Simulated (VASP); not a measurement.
Level of theory: PBE GGA, VASP's PBE PAW potentials (set 64) (plane waves; VASP).

VASP ran on this input.

POSCAR:
```
CdSe
1
    2.1500000000    -3.7239090000     0.0000000000
    2.1500000000     3.7239090000     0.0000000000
    0.0000000000     0.0000000000     7.0100000000
Cd Se
2 2
Direct
  0.6666670000   0.3333330000   0.5000000000
  0.3333330000   0.6666670000   0.0000000000
  0.6666670000   0.3333330000   0.8760000000
  0.3333330000   0.6666670000   0.3760000000
```

INCAR:
```
ISMEAR = 0
PREC = Accurate
EDIFF = 1E-6
SIGMA = 0.05
LWAVE = .FALSE.
LREAL = .FALSE.
LCHARG = .FALSE.
NELM = 100   ! most electronic steps
GGA = PE   ! PBE
ALGO = Normal
LASPH = .TRUE.
LMAXMIX = 4   ! l cut-off of mixed one-centre charges
ENCUT = 400   ! plane-wave cut-off (eV)
SYSTEM = CdSe
ISIF = 2
```

File KPOINTS:
```
Automatic mesh
0
Monkhorst-Pack
2 2 1
0 0 0
```

POTCAR, in this order: Cd Se (PBE.64 set). Program: vasp_std.

What will the output report for the number of irreducible k-points (NKPTS), number of bands (NBANDS), largest plane-wave count, number of space-group operations, FFT grid (NGX, NGY, NGZ)?

| Item | Result |
|---|---|
| number of irreducible k-points (NKPTS) | 2 |
| number of bands (NBANDS) | 22 |
| largest plane-wave count | 2067 |
| number of space-group operations | 12 |
| FFT grid (NGX, NGY, NGZ) | 28 × 28 × 48 |

The compound is CdSe in the wurtzite structure. The cell was not relaxed at this level. The k-mesh is coarse (spacing up to 0.90 per Å, 2π included), so the numbers may not be converged in it. The run is one of a series of settings (KPOINTS 2×2×1 Monkhorst-Pack mesh against the base run), some of them coarse on purpose.
